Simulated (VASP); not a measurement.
Wanted: the native input for a VASP 6.6.1 run.

```yaml
Task: single point
Functional: r2SCAN
Potentials_or_basis: VASP PAW PBE potentials, release 64 (Mg, Cd, Te)
Cutoff: 520 eV
k_mesh: 8 × 8 × 8
Occupations: gaussian, width 0.03 eV
Spin: no spin polarisation
Further_INCAR_settings: ALGO = Normal; EDIFF = 1e-06
```

The structure of MgCd2Te3 lies in POSCAR:

```
MgCd2Te3
1.0
   -2.3297000000      2.3297000000      9.8539400000
    2.3297000000     -2.3297000000      9.8539400000
    2.3297000000      2.3297000000     -9.8539400000
Mg Cd Te
1 2 3
Direct
    0.0000000000      0.0000000000      0.0000000000
    0.3344760000      0.3344760000      0.0000000000
    0.6655240000      0.6655240000      0.0000000000
    0.9193660000      0.4193660000      0.5000000000
    0.5806340000      0.0806340000      0.5000000000
    0.2500000000      0.7500000000      0.5000000000
```

The cell was built by a generator and needn't be a form met in nature.

One way to write it, as run:

INCAR

```
SYSTEM = MgCd2Te3
PREC = Accurate ; ENCUT = 520
EDIFF = 1E-6 ; ISMEAR = 0
SIGMA = 0.03 ; LREAL = .FALSE.
LASPH = .TRUE. ; NELM = 150
ALGO = Normal ; ISIF = 2
LWAVE = .FALSE. ; LCHARG = .FALSE.
METAGGA = R2SCAN ; LMIXTAU = .TRUE.
KPAR = 4
```

KPOINTS

```
Automatic mesh
0
G
  8 8 8
  0 0 0
```

Potentials or basis: VASP PAW PBE potentials, release 64 (Mg, Cd, Te).

Run with:

```console
$ cat potpaw_PBE.64/Mg/POTCAR potpaw_PBE.64/Cd/POTCAR potpaw_PBE.64/Te/POTCAR > POTCAR
$ mpirun -np 4 vasp_std > vasp.out
```

It gave:

```json
{
  "Pressure": "-0.9 GPa",
  "Largest force": "0.023 eV/Å",
  "Band gap on the k mesh": "1.60 eV, direct"
}
```

Caveat: the PAW data sets were made with another functional, which shifts forces and pressure a little; spin-orbit coupling is left out, which moves the levels of the heavy elements.

Run time: 35 min on 4 MPI ranks on Intel(R) Xeon(R) Platinum 8488C (Sapphire Rapids) (shared host), peak memory 1.4 GiB a rank.
